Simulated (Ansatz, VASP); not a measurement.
# W (Sigma19 (331)[1-10] symmetric tilt boundary in W): VASP beside Ansatz, part 2 of 2

One calculation is typed for both programs; each brings its own data sets. How far apart do they land? The cell is taken from a series of runs on this material, whose earlier steps may have relaxed, scaled, displaced or heated it; both programs get it as it stands.

VASP 6.6.1 and Ansatz 0.2.0.

So far. Step 2 (VASP: single point, PBE): The run ends at a pressure of -4.46 GPa, with forces up to 2.0 eV/Å.

## (3) Ansatz: single point, PBE

Level of this step: Ansatz beside VASP: Kohn-Sham DFT, plane waves, PBE (Ansatz).

Ansatz runs on its default PAW (the set named soft_2) files.

The same cell, functional, mesh and smearing now go to Ansatz, which takes its cutoff from its data sets.

input.yaml

```yaml
crystal:
  lattice:
    - [10.07185, 0.0, 0.0]
    - [9.06467, 4.39022, 0.0]
    - [0.0, 0.0, 21.12763]
  atoms:
    - { symbol: W, position: [0.86193, 0.81385, 0.00782] }
    - { symbol: W, position: [0.29335, 0.21454, 0.00501] }
    - { symbol: W, position: [0.72592, 0.64238, 0.01107] }
    - { symbol: W, position: [0.08038, 0.1297, 0.05177] }
    - { symbol: W, position: [0.50712, 0.5407, 0.05952] }
    - { symbol: W, position: [0.9494, 0.95238, 0.07876] }
    - { symbol: W, position: [0.38525, 0.35837, 0.07904] }
    - { symbol: W, position: [0.78988, 0.76967, 0.11988] }
    - { symbol: W, position: [0.21424, 0.20535, 0.13396] }
    - { symbol: W, position: [0.61514, 0.64405, 0.14637] }
    - { symbol: W, position: [0.03651, 0.06891, 0.16942] }
    - { symbol: W, position: [0.47801, 0.46503, 0.18569] }
    - { symbol: W, position: [0.89788, 0.88575, 0.19498] }
    - { symbol: W, position: [0.32749, 0.31428, 0.20883] }
    - { symbol: W, position: [0.72514, 0.73835, 0.24658] }
    - { symbol: W, position: [0.15476, 0.16689, 0.26043] }
    - { symbol: W, position: [0.57462, 0.58759, 0.26972] }
    - { symbol: W, position: [0.01612, 0.98372, 0.28599] }
    - { symbol: W, position: [0.43749, 0.40858, 0.30904] }
    - { symbol: W, position: [0.83839, 0.84729, 0.32145] }
    - { symbol: W, position: [0.26275, 0.28297, 0.33553] }
    - { symbol: W, position: [0.66737, 0.69427, 0.37637] }
    - { symbol: W, position: [0.10323, 0.10025, 0.37664] }
    - { symbol: W, position: [0.54551, 0.51192, 0.39589] }
    - { symbol: W, position: [0.97226, 0.92293, 0.40363] }
    - { symbol: W, position: [0.32672, 0.41025, 0.44434] }
    - { symbol: W, position: [0.75928, 0.83809, 0.4504] }
    - { symbol: W, position: [0.19071, 0.23877, 0.44759] }
    - { symbol: W, position: [0.36193, 0.81385, 0.94759] }
    - { symbol: W, position: [0.79335, 0.21454, 0.9504] }
    - { symbol: W, position: [0.22592, 0.64238, 0.94434] }
    - { symbol: W, position: [0.58038, 0.12969, 0.90363] }
    - { symbol: W, position: [0.00712, 0.5407, 0.89589] }
    - { symbol: W, position: [0.4494, 0.95238, 0.87664] }
    - { symbol: W, position: [0.88525, 0.35837, 0.87637] }
    - { symbol: W, position: [0.28988, 0.76967, 0.83553] }
    - { symbol: W, position: [0.71424, 0.20535, 0.82145] }
    - { symbol: W, position: [0.11514, 0.64405, 0.80904] }
    - { symbol: W, position: [0.53651, 0.06891, 0.78599] }
    - { symbol: W, position: [0.97801, 0.46503, 0.76971] }
    - { symbol: W, position: [0.39788, 0.88575, 0.76043] }
    - { symbol: W, position: [0.82749, 0.31428, 0.74658] }
    - { symbol: W, position: [0.22514, 0.73835, 0.70883] }
    - { symbol: W, position: [0.65476, 0.16689, 0.69498] }
    - { symbol: W, position: [0.07462, 0.58759, 0.68569] }
    - { symbol: W, position: [0.51612, 0.98372, 0.66942] }
    - { symbol: W, position: [0.93749, 0.40858, 0.64637] }
    - { symbol: W, position: [0.33839, 0.84729, 0.63396] }
    - { symbol: W, position: [0.76275, 0.28297, 0.61987] }
    - { symbol: W, position: [0.16737, 0.69427, 0.57904] }
    - { symbol: W, position: [0.60323, 0.10025, 0.57876] }
    - { symbol: W, position: [0.04551, 0.51192, 0.55952] }
    - { symbol: W, position: [0.47225, 0.92293, 0.55177] }
    - { symbol: W, position: [0.82671, 0.41025, 0.51106] }
    - { symbol: W, position: [0.25928, 0.83809, 0.50501] }
    - { symbol: W, position: [0.69071, 0.23877, 0.50782] }
kpoints:
  mp_grid: { grid: [5, 5, 1] }
hamiltonian:
  xc: pbe
scf:
  occupations: { method: fermi_dirac, width: 0.1 }
output:
  forces: true
```

On the command line:

```
> ansatz run input.yaml --threads 6 --pin off --max-ram 102400MiB --backend cuda --events-out ev --progress --plain --runs-dir out
```

Numbers of over 12 decimals in the logs are rounded to 6 here.

What it wrote:

```text
Warning: the atoms were moved onto the symmetric positions of the space group found under crystal.symmetry.tolerance 1.0e-5 (fractional; no operation is sought that the atoms, as they stand in a round, miss by more than twice it, and no atom is moved by as much as it), and the run uses the moved positions. Before a round's move an operation carried an atom to 2.42e-4 Å from where it should land, the largest such dist [...]
basis.fft_grid_basis auto: the FFT boxes are laid along the combinations [[1, -1, 0], [0, 1, 0], [0, 0, 1]] of the cell's own vectors, 4.504, 10.072 and 21.128 Å long. The dense box has 32×72×144 points. Along the cell's own vectors, as sized, it would have 72×72×144, 2.25 times as many. basis.fft_grid_basis: typed keeps the cell's own vectors: state it where this run's energies or levels are differenced outside the engine with another run's, or held beside a run that keeps those vectors.
Engine: ansatz 0.2.0, x86_64-unknown-linux-gnu
Pseudopotentials: kind: paw
Pseudopotential: W, paw, valence charge 14, recommended cutoff 420 eV (normal), W.paw.azcp
Functional definition: PBE
  parameter kappa = 0.804
  parameter beta = 0.066725
  exchange = pbe_x(kappa = kappa, mu = beta*pi^2/3)
  correlation = pbe_c(beta = beta)
concurrent solve slots: 5 of 6 are kept, ahead of what memory takes: no pass of the eigensolver takes more rounds on 5
device memory: the entry about to start is reckoned to put 19.5 GiB on a device that reports 64.9 GiB free
GPU FFT provider: cuFFT
GPU libraries: cuBLAS 13.8.2, cuFFT 12.4.0, cuSOLVER 12.3.4
Crystal: 56 atoms, lattice volume = 934.214 Å³
Basis set: ecut = 420 eV, 18245 PW (Γ), FFT grids on a1−a2, a2, a3, exchange–correlation on 64×144×288 points (8 copies of the dense FFT grid, shifted against one another)
Bands: 471, of which v1, the nominal top of the filled ones, is band 392 counted from 1 (391 counted from 0)
Symmetry: 4 space group operations
Space group: P21/c (ITA 14), of the structure as read, at distance tolerance 9.8e-5 Å
k-points: 13 of 25
Non-local potential: W, projectors of the file, l = 0: 3, l = 1: 2, l = 2: 2, l = 3: 1
PAW form: soft (Blöchl's): semilocal exchange-correlation on the pseudo side does not see the compensation charge
PAW one-centre angular grid: W, 590 points (default); XC on 64 Gauss nodes
Initial density: superposition of atomic densities (neutral atoms: chi_scale 0, normalization atom), corrected by the library's trained network
Initial wavefunctions: pseudopotential atomic-orbital guess
GPU buffer pool allocated for 331776 grid points (all kernels)
GPU transforms: local potential and band sums: pruned to the plane-wave sphere, on 32×72×144
Functional: x = pbe(κ = 0.804, μ = 0.219515), c = pbe(β = 0.066725)
SCF iter   1: F=—  HF=-581529.108735 eV  |F-HF|=—  |Δ(HF+E_count)|=         —  Δρ=6.65e-3  dr2=1.74e0  ethr=1.77e-3  ⟨swp⟩=4.1  Hψ=22486  notcnv=0
preconditioner: auto → Kerker (q_TF=auto, 2.650 Å⁻¹)  [metal: Δε(μ)=0.007 eV  Ē_g=4.720 eV  σ=0.100 eV  W_gap=0.02  n_scr=276 (ndim 8)  ℏωp=22.3 eV  f_vac=0.000  D(μ)=41.40/eV (n_scr^D=348)]
SCF iter   2: F=—  HF=-581529.030149 eV  |F-HF|=—  |Δ(HF+E_count)|=   7.86e-2  Δρ=3.71e-3  dr2=5.71e-1  ethr=2.22e-4  ⟨swp⟩=1.0  Hψ=7046  notcnv=0
SCF iter   3: F=—  HF=-581529.002009 eV  |F-HF|=—  |Δ(HF+E_count)|=   2.81e-2  Δρ=4.23e-4  dr2=3.87e-3  ethr=7.29e-5  ⟨swp⟩=1.0  Hψ=6123  notcnv=0
SCF iter   4: F=—  HF=-581528.997383 eV  |F-HF|=—  |Δ(HF+E_count)|=   4.63e-3  Δρ=8.48e-5  dr2=1.63e-4  ethr=4.94e-7  ⟨swp⟩=2.0  Hψ=8331  notcnv=0
SCF iter   5: F=—  HF=-581528.997366 eV  |F-HF|=—  |Δ(HF+E_count)|=   1.72e-5  Δρ=2.00e-5  dr2=5.91e-6  ethr=2.08e-8  ⟨swp⟩=2.4  Hψ=8372  notcnv=0
SCF iter   6: F=—  HF=-581529.003993 eV  |F-HF|=—  |Δ(HF+E_count)|=   6.63e-3  Δρ=4.50e-6  dr2=2.51e-7  ethr=7.54e-10  ⟨swp⟩=2.0  Hψ=8340  notcnv=0
SCF iter   7: F=-581529.003993 eV  HF=-581529.003993 eV  |F-HF|=4.77e-9  |Δ(HF+E_count)|=   2.00e-8  Δρ=9.15e-7  dr2=1.07e-8  ethr=1.28e-11  ⟨swp⟩=4.0  Hψ=17928  notcnv=0
SCF 1 converged in 7 iterations: F = -581529.003993 eV  dr2 = 1.07e-8
  greatest PAW one-centre occupation: 1.000 electrons in one spin orbital (limit 2), on the W atom at site 44 (counted from 0), in its partial waves of l = 0
SCF converged after 7 iterations
Free energy (F): -581529.003993 eV
Harris-Foulkes:  -581529.003993 eV  (|F-HF|=4.77e-9)
Internal energy: -581527.628382 eV  (E = F + TS)
E sigma→0 (E₀):  -581528.316187 eV
Entropy (-TS):   -1.375611 eV (-24.564 meV/atom)
Fermi energy:    21.152012 eV
--- Per-component energies (eV) ---
  E_band       = -5494.165517
  E_kinetic    = 25149.108174
  E_local      = -36391.423570  (includes V_loc(G=0)·N_el)
  E_nonlocal   = 50.130286
  E_hartree    = 13015.741322
  E_xc         = -14920.252401
  E_vxc        = -13335.528165  (∫ρ·V_xc dr)
  E_paw        = -479499.964303  (= ΣΔE_a)
  E_vpaw       = -6997.935193  (= ΣTr[D̂ρ^β])
  E_aug_tail   = -0.003347  (compensation charges beyond the density's cutoff)
  E_ewald      = -88930.964543
  E_smearing   = -1.375611  (= −TS)
  E_closure    = -0.000000  (closes the sum)
  Σ components = -581529.003993   (vs F -581529.003993, Δ=0.00e0)
--- Forces (eV/Å), atoms counted from 1 ---
  atom   1  W     -0.84596040     0.06151573    -0.03739408
  atom   2  W     -0.03245387    -0.33846312     0.26027860
  atom   3  W     -0.02958552     0.69646710     1.29286549
  atom   4  W     -0.01147442    -0.78006447    -0.19715950
  atom   5  W      0.63892274     0.03156765     1.16182702
  atom   6  W     -0.19515039     0.13275549    -0.13639701
  atom   7  W     -0.13754993     0.08029791     1.60627923
  atom   8  W      0.90271403     0.33772483    -0.35227578
  atom   9  W     -0.43744906    -0.03236556    -0.28799902
  atom  10  W      0.38320597    -0.19893724     1.00279329
  atom  11  W     -0.17942445    -0.64704518    -0.43230291
  atom  12  W      0.39872951     0.57634118    -0.74402089
  atom  13  W      0.88798524     0.11941447     0.88967673
  atom  14  W     -1.22513454    -0.01208659     1.64365484
  atom  15  W      1.22513454     0.01208659    -1.64365484
  atom  16  W     -0.88798524    -0.11941447    -0.88967673
  atom  17  W     -0.39872951    -0.57634118     0.74402089
  atom  18  W      0.17942445     0.64704518     0.43230291
  atom  19  W     -0.38320597     0.19893724    -1.00279329
  atom  20  W      0.43744906     0.03236556     0.28799902
  atom  21  W     -0.90271403    -0.33772483     0.35227578
  atom  22  W      0.13754993    -0.08029791    -1.60627923
  atom  23  W      0.19515039    -0.13275549     0.13639701
  atom  24  W     -0.63892274    -0.03156765    -1.16182702
[...]
atom  49  W     -0.90271403    -0.33772483    -0.35227578
  atom  50  W      0.13754993    -0.08029791     1.60627923
  atom  51  W      0.19515039    -0.13275549    -0.13639701
  atom  52  W     -0.63892274    -0.03156765     1.16182702
  atom  53  W      0.01147442     0.78006447    -0.19715950
  atom  54  W      0.02958552    -0.69646710     1.29286549
  atom  55  W      0.03245387     0.33846312     0.26027860
  atom  56  W      0.84596040    -0.06151573    -0.03739408
  max |Σ_I F_I| component: 2.22e-16 eV/Å
```

## (4) Side by side

Known differences besides the potentials themselves: the data sets hold 784 valence electrons in Ansatz (on its default PAW (the set named soft_2) files) and 336 in VASP; the cutoff is 420 eV in Ansatz and 520 eV in VASP (PREC = Accurate, projectors in real space). Total energies have different zeros and are not compared.

Forces on 10 of the 56 atoms, those with the largest forces and the largest differences (eV/Å; atoms numbered as in POSCAR):

| atom | Ansatz x, y, z | VASP x, y, z |
| --- | --- | --- |
| W7 | -0.138, 0.080, 1.606 | -0.116, 0.057, 1.583 |
| W13 | 0.888, 0.119, 0.890 | 0.814, 0.112, 0.836 |
| W14 | -1.225, -0.012, 1.644 | -1.177, -0.012, 1.579 |
| W15 | 1.225, 0.012, -1.644 | 1.173, 0.012, -1.582 |
| W16 | -0.888, -0.119, -0.890 | -0.817, -0.112, -0.839 |
| W35 | -0.138, 0.080, -1.606 | -0.118, 0.060, -1.580 |
| W42 | -1.225, -0.012, -1.644 | -1.176, -0.012, -1.583 |
| W43 | 1.225, 0.012, 1.644 | 1.175, 0.012, 1.583 |
| W44 | -0.888, -0.119, 0.890 | -0.819, -0.113, 0.835 |
| W50 | 0.138, -0.080, 1.606 | 0.117, -0.060, 1.580 |

The forces differ by 34 meV/Å r.m.s., which is 5.4 % of the r.m.s. force of 0.637 eV/Å (both taken over all components).

## (5) Summary of results

```
r.m.s. force difference (single point, PBE) : 5.4 % of the r.m.s. force
```

**Reading.** The r.m.s. force difference is 5.4 % of the r.m.s. force (single point, PBE), beyond the 3 % picked in this series as the mark of a large difference. The data sets hold unlike numbers of valence electrons (784 in Ansatz and 336 in VASP), so part of the differences comes from the potentials. What causes the difference of the single point, PBE pair stays open here. Such differences can come from data sets, numerical settings and the points named under the comparisons, not from the functional's error against experiment.

[Lines on the potential files, build, host, timing and source positions are cut from VASP's logs without a mark.]

[Logs are printed without paths, hosts, clocks, repeated set-up lines and the standing remarks that a program may print on its own settings, such as how far it seeks lower states.]

[Hosts, paths, dates, database ids (printed as entryN), source tags and the programs' standing remarks are cut or masked in the printed files.]
